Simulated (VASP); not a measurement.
Data:

```
CELL_PARAMETERS angstrom
      2.78322     0.00000     0.00000
     -1.39161     2.41033     0.00000
      0.00000     0.00000     4.48990
ATOMIC_POSITIONS crystal
  N  0.00000 0.00000 0.00000
  Os 0.33333 0.66667 0.25200
  Os 0.66667 0.33333 0.74800
```

The numbers are results of PBE GGA, VASP's PBE PAW potentials (set 64) (plane waves; VASP), not measurements. Numerical set-up: 520 eV cut-off, 7×7×4 Γ-centred mesh, Gaussian smearing of 0.050 eV, potentials N Os.

Energy and stress use the plane-wave basis of the starting cell.

**Question.** The ions, cell shape and volume are relaxed. Give the cell that the relaxation ends in.

**Answer.** 
```
CELL_PARAMETERS angstrom
      2.75056     0.00000     0.00000
     -1.37528     2.38206     0.00000
      0.00000     0.00000     5.25409
ATOMIC_POSITIONS crystal
  N  0.00000 0.00000 0.00000
  Os 0.33333 0.66667 0.29318
  Os 0.66667 0.33333 0.70682
```
Space group P-3m1 (164), at a tolerance of 0.03 Å.

**Question.** How do energy and volume change from the first to the last step?

**Answer.** The energy (σ→0) changes by -1027.0 meV/atom and the volume by +14.3 %, in 15 ionic steps.

| step | E(σ→0) (eV) | max force (eV/Å) | pressure (GPa) | volume (Å³) |
|---|---|---|---|---|
| 1 | -25.2999 | 7.500 | 100.81 | 30.12 |
| 2 | -18.8478 | 1.452 | -49.95 | 66.67 |
| 3 | -27.3598 | 0.415 | -28.90 | 38.89 |
| 4 | -27.5901 | 0.035 | -16.94 | 37.04 |
| 5 | -27.6462 | 0.038 | -5.84 | 35.73 |
| 6 | -28.3049 | 0.783 | -11.18 | 35.49 |
| 7 | -28.3187 | 0.796 | -11.64 | 35.56 |
| 8 | -28.1344 | 0.315 | 32.92 | 32.06 |
| 9 | -28.3721 | 0.485 | 0.31 | 34.38 |
| 10 | -28.3721 | 0.476 | 0.69 | 34.35 |
| 11 | -28.3778 | 0.253 | 0.44 | 34.41 |
| 12 | -28.3809 | 0.027 | 0.44 | 34.39 |
| 13 | -28.3808 | 0.008 | -0.72 | 34.49 |
| 14 | -28.3810 | 0.019 | -0.11 | 34.44 |
| 15 | -28.3810 | 0.000 | 0.04 | 34.42 |

The structure was generated: Os2N was put into the CdI2 type (P-3m1), which need not be its known phase. This run relaxes it. Symmetry was kept, so distortions that lower it aren't found. The k-mesh is coarse (spacing up to 0.38 per Å, 2π included), so the numbers may not be converged in it. The electron count is odd and the run is not spin-polarised, which forces a metal.
